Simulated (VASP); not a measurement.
# IrN2Cl6 (Fm-3m) in VASP: single point with PBEsol

Aim: the single point of IrN2Cl6 with PBEsol.

Everything below comes from runs of VASP 6.6.1. Logs are shortened: lines on timing, memory, paths and dates and some standing lists are left out, and cuts for length are marked.

### 1 The crystal as given

It takes space group Fm-3m (No. 225, cubic). The conventional cell has a = 9.789 Å, b = 9.789 Å, c = 9.789 Å, α = 90.00°, β = 90.00°, γ = 90.00°. Ir (site symmetry m-3m) is surrounded by 6 Cl at 2.30 Å. N (site symmetry -43m) is surrounded by 12 Cl at 3.46 Å. Cl (site symmetry 4mm) is surrounded by 1 Ir at 2.30 Å.

The cell comes from a database or a generator and needn't be the stable form of this composition.

### 2 Single point, PBEsol

INCAR

```
PREC     = Accurate       # precision mode
ENCUT    = 520            # plane-wave cutoff, eV
EDIFF    = 1E-7           # SCF threshold, eV
ISMEAR   = -1             # smearing method
SIGMA    = 0.15           # smearing width, eV
LREAL    = False          # projectors in reciprocal space
LASPH    = True           # aspherical terms in the spheres
NELM     = 100            # most SCF steps
ALGO     = Normal         # electronic algorithm
ISIF     = 2              # what is computed and relaxed
LWAVE    = False          # write WAVECAR
LCHARG   = False          # write CHGCAR
GGA      = PS             # functional
NBANDS   = 40             # bands
```

KPOINTS

```
regular mesh
0
Gamma
  4 4 4
```

POSCAR

```
IrN2Cl6
1.0
    0.0000000000      4.8944770000      4.8944770000
    4.8944770000      0.0000000000      4.8944770000
    4.8944770000      4.8944770000      0.0000000000
Ir N Cl
1 2 6
Direct
    0.0000000000      0.0000000000      0.0000000000
    0.7500000000      0.7500000000      0.7500000000
    0.2500000000      0.2500000000      0.2500000000
    0.7652929996      0.7652929996      0.2347070004
    0.2347070004      0.7652929996      0.2347070004
    0.7652929996      0.2347070004      0.2347070004
    0.2347070004      0.2347070004      0.7652929996
    0.7652929996      0.2347070004      0.7652929996
    0.2347070004      0.7652929996      0.7652929996
```

Potentials or basis: VASP PAW PBE potentials, release 64 (Ir, N, Cl).

On the command line:

```bash
$ cat potpaw_PBE.64/Ir/POTCAR potpaw_PBE.64/N/POTCAR potpaw_PBE.64/Cl/POTCAR > POTCAR
$ mpirun -np 1 vasp_std > vasp.out
```

OUTCAR:

```text
PREC = Accurate
   ENCUT = 520
   EDIFF = 1E-7
   ISMEAR = -1
   LREAL = False
   LASPH = True
   NELM = 100
   ISIF = 2
   GGA = PS

 ion  position               nearest neighbor table
   1  0.000  0.000  0.000-   4 2.30   5 2.30   6 2.30   7 2.30   8 2.30   9 2.30
   2  0.750  0.750  0.750-
   3  0.250  0.250  0.250-
   4  0.765  0.765  0.235-   1 2.30
   5  0.235  0.765  0.235-   1 2.30
   6  0.765  0.235  0.235-   1 2.30
   7  0.235  0.235  0.765-   1 2.30
   8  0.765  0.235  0.765-   1 2.30
   9  0.235  0.765  0.765-   1 2.30

  LATTYP: Found a face centered cubic cell.
 ALAT       =     9.7889540000

  Lattice vectors:

 A1 = (   0.0000000000,   4.8944770000,   4.8944770000)
 A2 = (   4.8944770000,   0.0000000000,   4.8944770000)
 A3 = (   4.8944770000,   4.8944770000,   0.0000000000)

Analysis of symmetry for initial positions (statically):
=====================================================================
 Subroutine PRICEL returns:
 Original cell was already a primitive cell.

 Routine SETGRP: Setting up the symmetry group for a
 face centered cubic supercell.

 Subroutine GETGRP returns: Found 48 space group operations
 (whereof 48 operations were pure point group operations)
 out of a pool of 48 trial point group operations.

The static configuration has the point symmetry O_h .

Analysis of symmetry for dynamics (positions and initial velocities):
=====================================================================
 Subroutine PRICEL returns:
 Original cell was already a primitive cell.

 Routine SETGRP: Setting up the symmetry group for a
 face centered cubic supercell.

 Subroutine GETGRP returns: Found 48 space group operations
 (whereof 48 operations were pure point group operations)
 out of a pool of 48 trial point group operations.

The dynamic configuration has the point symmetry O_h .

 Subroutine INISYM returns: Found 48 space group operations
 (whereof 48 operations are pure point group operations),
 and found     1 'primitive' translations

----------------------------------------------------------------------------------------

                                     Primitive cell

  volume of cell :     234.5033

  direct lattice vectors                    reciprocal lattice vectors
     0.000000000  4.894477000  4.894477000    -0.102155961  0.102155961  0.102155961
     4.894477000  0.000000000  4.894477000     0.102155961 -0.102155961  0.102155961
     4.894477000  4.894477000  0.000000000     0.102155961  0.102155961 -0.102155961

  length of vectors
     6.921835754  6.921835754  6.921835754     0.176939314  0.176939314  0.176939314

  position of ions in fractional coordinates (direct lattice)
     0.000000000  0.000000000  0.000000000
     0.750000000  0.750000000  0.750000000
     0.250000000  0.250000000  0.250000000
     0.765293000  0.765293000  0.234707000
     0.234707000  0.765293000  0.234707000
     0.765293000  0.234707000  0.234707000
     0.234707000  0.234707000  0.765293000
     0.765293000  0.234707000  0.765293000
     0.234707000  0.765293000  0.765293000

  ion indices of the primitive-cell ions
   primitive index   ion index
                 1           1
                 2           2
                 3           3
                 4           4
                 5           5
                 6           6
                 7           7
                 8           8
                 9           9

----------------------------------------------------------------------------------------

 KPOINTS: regular mesh

Automatic generation of k-mesh.
 Grid dimensions read from file:
 generate k-points for:    4    4    4

 Generating k-lattice:

  Cartesian coordinates                     Fractional coordinates (reciprocal lattice)
    -0.025538990  0.025538990  0.025538990     0.250000000  0.000000000  0.000000000
     0.025538990 -0.025538990  0.025538990     0.000000000  0.250000000  0.000000000
     0.025538990  0.025538990 -0.025538990     0.000000000  0.000000000  0.250000000

  Length of vectors
     0.044234829  0.044234829  0.044234829

  Shift w.r.t. Gamma in fractional coordinates (k-lattice)
     0.000000000  0.000000000  0.000000000

 Subroutine IBZKPT returns following result:
 ===========================================

 Found      8 irreducible k-points:

 Following reciprocal coordinates:
            Coordinates               Weight
  0.000000  0.000000  0.000000      1.000000
  0.250000  0.000000  0.000000      8.000000
  0.500000  0.000000  0.000000      4.000000
  0.250000  0.250000  0.000000      6.000000
  0.500000  0.250000  0.000000     24.000000
 -0.250000  0.250000  0.000000     12.000000
  0.500000  0.500000  0.000000      3.000000
 -0.250000  0.500000  0.250000      6.000000
   k-points           NKPTS =      8   k-points in BZ     NKDIM =      8   number of bands    NBANDS=     40
   number of dos      NEDOS =    301   number of ions     NIONS =      9
   total plane-waves  NPLWV = 157464
   dimension x,y,z NGX =    54 NGY =   54 NGZ =   54
   dimension x,y,z NGXF=   108 NGYF=  108 NGZF=  108
   ions per type =               1   2   6
   NGX,Y,Z   is equivalent  to a cutoff of  12.97, 12.97, 12.97 a.u.
   NGXF,Y,Z  is equivalent  to a cutoff of  25.94, 25.94, 25.94 a.u.
 SYSTEM =  unknown system
   PREC   = accura    normal or accurate (medium, high low for compatibility)
   ISTART =      0    job   : 0-new  1-cont  2-samecut
   ICHARG =      2    charge: 1-file 2-atom 10-const
   ISPIN  =      1    spin polarized calculation?
   LNONCOLLINEAR =      F non collinear calculations
   LSORBIT =      F    spin-orbit coupling
   LASPH  =      T    aspherical Exc in radial PAW
   ENCUT  =  520.0 eV  38.22 Ry    6.18 a.u.  12.87 12.87 12.87*2*pi/ulx,y,z
   NELM   =    100;   NELMIN=  2; NELMDL= -5     # of ELM steps
   EDIFF  = 0.1E-06   stopping-criterion for ELM
   LREAL  =      F    real-space projection
   EDIFFG = 0.1E-05   stopping-criterion for IOM
   NSW    =      0    number of steps for IOM
   IBRION =     -1    ionic relax: 0-MD 1-quasi-New 2-CG
   NFREE  =      0    steps in history (QN), initial steepest desc. (CG)
   ISIF   =      2    stress and relaxation
   ISYM   =      2    0-nonsym 1-usesym 2-fastsym
   POTIM  = 0.5000    time-step for ionic-motion
   TEBEG  =    0.0;   TEEND  =   0.0 temperature during run
   PSTRESS=    0.0 pullay stress
   NELECT =      61.0000    total number of electrons
   NUPDOWN=      -1.0000    fix difference up-down
   EMIN   =  10.00;   EMAX   =-10.00  energy-range for DOS
   EFERMI =   0.00;   METHOD = LEGACY
   ISMEAR =    -1;   SIGMA  =   0.15  broadening in eV -4-tet -1-fermi 0-gaus
   EFERMI_NEDOS =   21; number of points for ismear=-14 and -15
   IALGO  =     38    algorithm
   IMIX   =      4    mixing-type and parameters
     AMIX     =   0.40;   BMIX     =  1.00
     AMIX_MAG =   1.60;   BMIX_MAG =  1.00
  volume/ion in A,a.u.               =      26.06       175.83
  Fermi-wavevector in a.u.,A,eV,Ry     =   1.045045  1.974849 14.859193  1.092120
  Thomas-Fermi vector in A             =   2.179824
   LORBIT       =      0    0 simple, 1 ext, 2 COOP (PROOUT), +10 PAW based schemes
   GGA     = PS    functional components
   LHFCALC =     F    Hartree Fock is set to
   AEXX    =    0.0000 exact exchange contribution
   IVDW    =     0    specifies the selected vdW correction
   LEPSILON=     F    determine dielectric tensor
   LRPA    =     F    only Hartree local field effects (RPA)
 non-spin polarized calculation
  energy-cutoff  :      520.00
  volume of cell :      234.50
 maximum number of plane-waves:      6352
 NGX is ok and might be reduce to    54
   NGX = 25   NGY = 25   NGZ = 25

 number of electron      61.0000000 magnetization

 Free energy of the ion-electron system (eV)
  ---------------------------------------------------
  ext. energy  EPLUGINS =         0.00000000
  ---------------------------------------------------
  free energy    TOTEN  =       -26.43010151 eV

  energy without entropy =      -25.28064932  energy(sigma->0) =      -25.85537542

 E-fermi :  -0.6034     XC(G=0):  -8.2872

 val. band max:       -0.6213191218   @ k =   0.2500   0.0000   0.0000
 cond. band min:      -0.5824654309   @ k =  -0.2500   0.2500   0.0000
 fundamental gap:      0.0388536908
 Fermi energy:        -0.6033967890

 k-point     1 :       0.0000    0.0000    0.0000
  band No.  band energies     occupation
      1     -15.5335      2.00000
      2     -14.5891      2.00000
      3     -14.5891      2.00000
      4     -14.5326      2.00000
      5     -14.5326      2.00000
      6     -14.5326      2.00000
[... 32 lines left out ...]
     39       6.7300      0.00000
     40       7.9697      0.00000

 k-point     2 :       0.2500    0.0000    0.0000
  band No.  band energies     occupation
      1     -15.4802      2.00000
      2     -14.6219      2.00000
      3     -14.6219      2.00000
      4     -14.6049      2.00000
      5     -14.4999      2.00000
      6     -14.4999      2.00000
[... 32 lines left out ...]
     39       7.2344      0.00000
     40       8.0020      0.00000

 k-point     3 :       0.5000    0.0000    0.0000
  band No.  band energies     occupation
      1     -15.4168      2.00000
      2     -14.6872      2.00000
      3     -14.6424      2.00000
      4     -14.6424      2.00000
      5     -14.4794      2.00000
      6     -14.4794      2.00000
[... 165 lines left out ...]
  band No.  band energies     occupation
      1     -15.3827      2.00000
      2     -14.7361      2.00000
      3     -14.5825      2.00000
      4     -14.5694      2.00000
      5     -14.5453      2.00000
      6     -14.5453      2.00000
[... 32 lines left out ...]
     39       8.3355      0.00000
     40       8.8147      0.00000

 k-point     8 :      -0.2500    0.5000    0.2500
  band No.  band energies     occupation
      1     -15.3789      2.00000
      2     -14.7425      2.00000
      3     -14.6204      2.00000
      4     -14.5574      2.00000
      5     -14.5574      2.00000
      6     -14.5048      2.00000
[... 32 lines left out ...]
     39       8.7023      0.00000
     40       8.8836      0.00000

------------------------ aborting loop because EDIFF is reached ----------------------------------------

  FORCE on cell =-STRESS in cart. coord.  units (eV):
  Direction    XX          YY          ZZ          XY          YZ          ZX
  --------------------------------------------------------------------------------------
  -------------------------------------------------------------------------------------
  Total       -6.0358185     -6.0358185     -6.0358185      0.0000000      0.0000000     -0.0000000
  in kB      -41.2380272    -41.2380272    -41.2380272      0.0000000      0.0000000     -0.0000000
  external PRESSURE =     -41.2380272 kB  Pullay stress =       0.0000000 kB

 VOLUME and BASIS-vectors are now :
 -----------------------------------------------------------------------------
  energy-cutoff  :      520.00
  volume of cell :      234.50
      direct lattice vectors                 reciprocal lattice vectors
     0.000000000  4.894477000  4.894477000    -0.102155961  0.102155961  0.102155961
     4.894477000  0.000000000  4.894477000     0.102155961 -0.102155961  0.102155961
     4.894477000  4.894477000  0.000000000     0.102155961  0.102155961 -0.102155961

 POSITION                                       TOTAL-FORCE (eV/Angst)
 -----------------------------------------------------------------------------------
      0.00000      0.00000      0.00000         0.000000     -0.000000     -0.000000
      7.34172      7.34172      7.34172         0.000000     -0.000000     -0.000000
      2.44724      2.44724      2.44724         0.000000      0.000000     -0.000000
      4.89448      4.89448      7.49142         0.000000      0.000000      0.313323
      4.89448      2.29754      4.89448         0.000000     -0.313323      0.000000
      2.29754      4.89448      4.89448        -0.313323      0.000000      0.000000
      4.89448      4.89448      2.29754         0.000000      0.000000     -0.313323
      4.89448      7.49142      4.89448         0.000000      0.313323      0.000000
      7.49142      4.89448      4.89448         0.313323      0.000000      0.000000
 -----------------------------------------------------------------------------------
    total drift:                                0.000000      0.000000      0.000000

  FREE ENERGIE OF THE ION-ELECTRON SYSTEM (eV)
  ---------------------------------------------------
  free  energy   TOTEN  =       -26.4301015147 eV

  energy  without entropy=      -25.2806493214  energy(sigma->0) =      -25.85537542
```

It took 3.3 min on 1 thread of Intel Xeon Platinum 8488C (Sapphire Rapids), shared host; peak memory 0.41 GiB.

What came out:

- Free energy: -26.4301 eV
- Pressure: -4.1 GPa
- Largest force: 0.313 eV/Å
- Band gap on the k mesh: none (metal or under the smearing width)

Forces in eV/Å, atoms in the order of the input:
```
Ir   0.000  0.000  0.000
N    0.000  0.000  0.000
N    0.000  0.000  0.000
Cl   0.000  0.000  0.313
Cl   0.000 -0.313  0.000
Cl  -0.313  0.000  0.000
Cl   0.000  0.000 -0.313
Cl   0.000  0.313  0.000
Cl   0.313  0.000  0.000
```

Caveat: the PAW data sets were made with another functional, which shifts forces and pressure a little; an odd number of electrons without spin polarisation forces a metal; a magnetic or distorted state may lie lower.
